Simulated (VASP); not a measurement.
Here is the system:

```yaml
crystal:
  lattice:
    - [4.18184, 0.00000, 0.00000]
    - [-2.09092, 3.62158, 0.00000]
    - [0.00000, 0.00000, 6.80895]
  atoms:
    - { symbol: Mg, position: [0.00000, 0.00000, 0.50000] }
    - { symbol: Mg, position: [0.00000, 0.00000, 0.00000] }
    - { symbol: Te, position: [0.33333, 0.66667, 0.25000] }
    - { symbol: Te, position: [0.66667, 0.33333, 0.75000] }
```

The numbers are results of PBEsol GGA, VASP's PBE PAW potentials (set 64) (plane waves; VASP), not measurements. Settings: 400 eV cut-off, Gaussian smearing of 0.050 eV, potentials Mg Te.

Unless said otherwise, spin-orbit coupling is left out, though it shifts the bands of the heavy elements here.

Question: Give the energies of bands 3 to 11 at the high-symmetry points, in eV from the valence-band maximum.

Answer: 
| band | Γ | M | K | A | L | H |
|---|---|---|---|---|---|---|
| 3 | -5.02 | -4.76 | -4.72 | -3.06 | -4.71 | -4.03 |
| 4 | -0.61 | -3.68 | -2.93 | -3.06 | -4.71 | -4.03 |
| 5 | -0.61 | -3.01 | -2.93 | -0.37 | -1.55 | -3.75 |
| 6 | -0.16 | -1.99 | -2.89 | -0.37 | -1.55 | -3.75 |
| 7 | -0.16 | -1.95 | -2.27 | -0.37 | -1.40 | -0.74 |
| 8 | 0.00 | -0.61 | -2.27 | -0.37 | -1.40 | -0.74 |
| 9 | 1.94 | 2.18 | 0.81 | 2.97 | 2.09 | 3.37 |
| 10 | 2.91 | 2.45 | 5.79 | 2.97 | 2.09 | 3.37 |
| 11 | 5.04 | 3.23 | 6.10 | 4.96 | 3.53 | 3.40 |

The gap is indirect, 0.82 eV, from the valence maximum at Γ to the conduction minimum at K.

The structure comes from a computed database's MgTe entry (P6_3/mmc); how it stands against other phases isn't given here. It was relaxed first.
